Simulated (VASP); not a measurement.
OSZICAR of a VASP run on In (bct):

OSZICAR:
```
       N       E                     dE             d eps       ncg     rms          rms(c)
DAV:   1     0.642548203268E+02    0.64255E+02   -0.56633E+03  4926   0.134E+03
DAV:   2    -0.575604512167E-01   -0.64312E+02   -0.63458E+02  4966   0.264E+02
DAV:   3    -0.252665619958E+01   -0.24691E+01   -0.24574E+01  5652   0.612E+01
DAV:   4    -0.258226669246E+01   -0.55610E-01   -0.55592E-01  6222   0.922E+00
DAV:   5    -0.258461983159E+01   -0.23531E-02   -0.23530E-02  5912   0.154E+00    0.201E+00
DAV:   6    -0.256487207555E+01    0.19748E-01   -0.39736E-02  5592   0.430E+00    0.101E+00
DAV:   7    -0.256121164707E+01    0.36604E-02   -0.12802E-02  5672   0.225E+00    0.234E-01
DAV:   8    -0.256101434117E+01    0.19731E-03   -0.72602E-04  5756   0.537E-01    0.301E-02
DAV:   9    -0.256102108311E+01   -0.67419E-05   -0.13840E-05  6610   0.522E-02    0.123E-02
DAV:  10    -0.256102174104E+01   -0.65793E-06   -0.94788E-07  3448   0.122E-02
   1 F= -.25610217E+01 E0= -.25609638E+01  d E =-.173736E-03
```

Q: Which electronic solver shows in the log?

A: It is blocked Davidson (ALGO = Normal, or the opening steps of other solvers). The INCAR had ALGO = Normal.

Q: Can the final energy be trusted as converged?

A: Self-consistency was reached. It stopped with EDIFF = 1E-6, NELM = 100 (PBE GGA, plane waves, VASP's PBE PAW potentials (set 64)).

The compound is In in the bct structure. The cell was not relaxed at this level.
